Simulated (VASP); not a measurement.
The system is BeGa3.

```
Ga Be
1.0
    -2.04362    2.04362    3.79068
     2.04362   -2.04362    3.79068
     2.04362    2.04362   -3.79068
Ga Be
3 1
Cartesian
  0.0000 0.0000 3.7907
  2.0436 0.0000 1.8953
  0.0000 2.0436 1.8953
  0.0000 0.0000 0.0000
```

The cell comes from a database or a generator and needn't be the stable form of this composition.

* Program: VASP 6.6.1
* Task: single point
* Functional: PBE
* Potentials or basis: VASP PAW PBE potentials, release 64 (Ga_d, Be)
* Cutoff: 520 eV
* k mesh: 9 × 9 × 9
* Occupations: fermi-dirac, width 0.05 eV
* Spin: no spin polarisation

On this cell: pressure 0.0 GPa; largest force under 0.003 eV/Å; band gap on the k mesh none (metal or under the smearing width).

The same run follows on a disturbed copy (atoms moved at random, drawn with an rms of 0.05 Å):

```
CELL_PARAMETERS angstrom
-2.04362 2.04362 3.79068
2.04362 -2.04362 3.79068
2.04362 2.04362 -3.79068
ATOMIC_POSITIONS crystal
Ga 0.50594 0.50590 0.00132
Ga 0.25878 0.75432 0.51188
Ga 0.74006 0.24623 0.49915
Be 0.99341 0.99242 0.99407
```

What does the disturbed cell give?

The energy (extrapolated to zero smearing) moves by +3.8 meV/atom; pressure 0.1 GPa; largest force 0.330 eV/Å; band gap on the k mesh none (metal or under the smearing width).

Forces on the atoms (eV/Å):
```
Ga   0.018  0.027 -0.328
Ga  -0.015 -0.145  0.106
Ga   0.001  0.118  0.227
Be  -0.004  0.001 -0.004
```

Stress tensor (GPa, compression positive):
```
-0.77  0.01  0.01
 0.01 -1.33 -0.35
 0.01 -0.35  2.46
```
